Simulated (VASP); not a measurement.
An input for Quantum ESPRESSO's pw.x (written as the equivalent of a VASP run, and not itself run):

```
&CONTROL
  calculation = 'scf'
  pseudo_dir = './pseudo'
  outdir = './out'
  tprnfor = .true.
  tstress = .true.
/
&SYSTEM
  ibrav = 0
  nat = 1
  ntyp = 1
  ecutwfc = 74
  occupations = 'tetrahedra'
  input_dft = 'vdw-df-obk8'
/
&ELECTRONS
  conv_thr = 7.3e-09
  electron_maxstep = 100
/
ATOMIC_SPECIES
  K 39.098 K.upf
CELL_PARAMETERS angstrom
    -2.5792471    2.5792471    2.5792471
     2.5792471   -2.5792471    2.5792471
     2.5792471    2.5792471   -2.5792471
ATOMIC_POSITIONS crystal
  K    0.0000000  0.0000000  0.0000000
K_POINTS automatic
  11 11 11 0 0 0
```

Problem. Translate this input to VASP (INCAR, KPOINTS, POSCAR, choice of POTCAR).

Solution. Several could match; the one computed here: 
File POSCAR:
```
K
5.1584940
 -0.5000000255   0.5000000255   0.5000000255
  0.5000000255  -0.5000000255   0.5000000255
  0.5000000255   0.5000000255  -0.5000000255
K
1
Cart
  0.0000000000   0.0000000000   0.0000000000
```

### INCAR
```
# general
SYSTEM   = K
PREC     = Accurate
ENCUT    = 520
LREAL    = F
LASPH    = T

# electronic loop
EDIFF    = 1E-7
NELM     = 100
ALGO     = Normal

# smearing
ISMEAR   = -5

# functional
GGA      = BO
LUSE_VDW = T
AGGAC    = 0.0
PARAM1   = 0.1833333333
PARAM2   = 0.22

# ions
ISIF     = 2

# output
LWAVE    = F
LCHARG   = T
LORBIT   = 11
NEDOS    = 601
```

File KPOINTS:
```
Automatic
0
gamma
11 11 11
```

POTCAR, in this order: K_sv (PBE.64 set). Program: vasp_std.

Limits of the translation: the potentials are each code's own (VASP's PAW set, PseudoDojo norm-conserving files in pw.x), so ENCUT and ecutwfc are chosen apart and not converted; conv_thr bounds pw.x's estimated SCF error, while EDIFF bounds the energy change between steps.

The compound is K in the bcc structure. It was relaxed first, which changed the volume by -7 %.
